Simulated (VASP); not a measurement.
Level of theory: LDA (Ceperley-Alder, Perdew-Zunger), VASP's LDA PAW potentials (set 64) (plane waves; VASP 6.6.1).

VASP ran on this input.

POSCAR:
```
LaCo5
1
    5.0226800000     0.0000000000     0.0000000000
   -2.5113400000     4.3497680000     0.0000000000
    0.0000000000     0.0000000000     3.9603900000
La Co
1 5
Direct
  0.0000000000   0.0000000000   0.0000000000
  0.3333330000   0.6666670000   0.0000000000
  0.6666670000   0.3333330000   0.0000000000
  0.5000000000   0.0000000000   0.5000000000
  0.5000000000   0.5000000000   0.5000000000
  0.0000000000   0.5000000000   0.5000000000
```

**INCAR**
```
SIGMA = 0.05   ! width (eV)
ISMEAR = -1   ! Fermi-Dirac
LWAVE = .False.
NELM = 100
ALGO = Normal
LASPH = .True.
EDIFF = 1E-6
SYSTEM = LaCo5
ENCUT = 300   ! plane-wave cut-off (eV)
LORBIT = 11   ! lm-projected
LCHARG = .False.
ISPIN = 2   ! spin-polarised
LMAXMIX = 6
LREAL = .False.   ! projection in real space or not
ISIF = 2   ! forces and stress, cell fixed
PREC = Accurate
```

File KPOINTS:
```
K-points
0
G
  4 4 5
```

POTCAR, in this order: La Co (LDA.64 set). Program: vasp_std. The INCAR's line for the spin-polarised start is left out here.

At this cut-off the stress carries a Pulay error, which pulls relaxed volumes low. Gaps are read on the run's mesh, which can miss a band edge. The run has a spin-polarised start.

What does the run give for the energy per atom (σ→0), cell moment, pressure, band gap (on the k-mesh)?

```json
{
  "energy per atom (σ→0)": "-7.659 eV/atom",
  "cell_moment": "6.54 μB",
  "band gap (on the k-mesh)": "none (metal, semimetal or under 0.01 eV)",
  "pressure": "-12.23 GPa"
}
```

File OSZICAR:
```
...
DAV:  14    -0.460037841760E+02    0.11390E-02   -0.12593E-02  2953   0.879E-01    0.606E-01
DAV:  15    -0.460030138033E+02    0.77037E-03   -0.21554E-03  3771   0.357E-01    0.373E-01
DAV:  16    -0.460027242307E+02    0.28957E-03   -0.50051E-04  3586   0.292E-01    0.120E-01
DAV:  17    -0.460027112699E+02    0.12961E-04   -0.16457E-04  3613   0.134E-01    0.395E-02
DAV:  18    -0.460027071849E+02    0.40851E-05   -0.34574E-05  3180   0.713E-02    0.292E-02
DAV:  19    -0.460027040768E+02    0.31081E-05   -0.12252E-05  3222   0.475E-02    0.959E-03
DAV:  20    -0.460027042328E+02   -0.15601E-06   -0.16073E-06  1684   0.161E-02
   1 F= -.46002704E+02 E0= -.45954499E+02  d E =-.964095E-01  mag=     6.5436
```

The structure comes from a computed database's LaCo5 entry (P6/mmm); how it stands against other phases isn't given here. The cell was not relaxed at this level. The k-mesh is coarse (spacing up to 0.36 per Å, 2π included), so the numbers may not be converged in it. The run is one of a series of settings (KPOINTS 4×4×5 Γ-centred mesh against the base run), some of them coarse on purpose.
